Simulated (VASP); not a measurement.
All values below come from PBEsol GGA, VASP's PBE PAW potentials (set 64) (plane waves; VASP 6.6.1).

Input for VASP

File POSCAR:
```
SrTe
1
    0.0000000000     3.3300000000     3.3300000000
    3.3300000000     0.0000000000     3.3300000000
    3.3300000000     3.3300000000     0.0000000000
Sr Te
1 1
Direct
  0.0000000000   0.0000000000   0.0000000000
  0.5000000000   0.5000000000   0.5000000000
```

INCAR:
```
SYSTEM = SrTe
PREC = Accurate; ENCUT = 300; LREAL = F
LASPH = T
EDIFF = 1E-6; NELM = 100; ALGO = Normal
LMAXMIX = 4
ISMEAR = -1; SIGMA = 0.01
GGA = PS
ISIF = 2
LWAVE = F; LCHARG = F
```

KPOINTS:
```
K-points
0
gamma
 6 6 6
0 0 0
```

POTCAR, in this order: Sr_sv Te (PBE.64 set). Program: vasp_std.

Question: What will the output report for the number of irreducible k-points (NKPTS), largest plane-wave count, number of space-group operations, FFT grid (NGX, NGY, NGZ)?

Answer: 
```json
{
 "number of irreducible k-points (NKPTS)": "16",
 "largest_plane_wave_count": "893",
 "number_of_space_group_operations": "48",
 "FFT grid (NGX, NGY, NGZ)": "28 × 28 × 28"
}
```

The structure is a typed SrTe crystal (Fm-3m). The cell was not relaxed at this level.
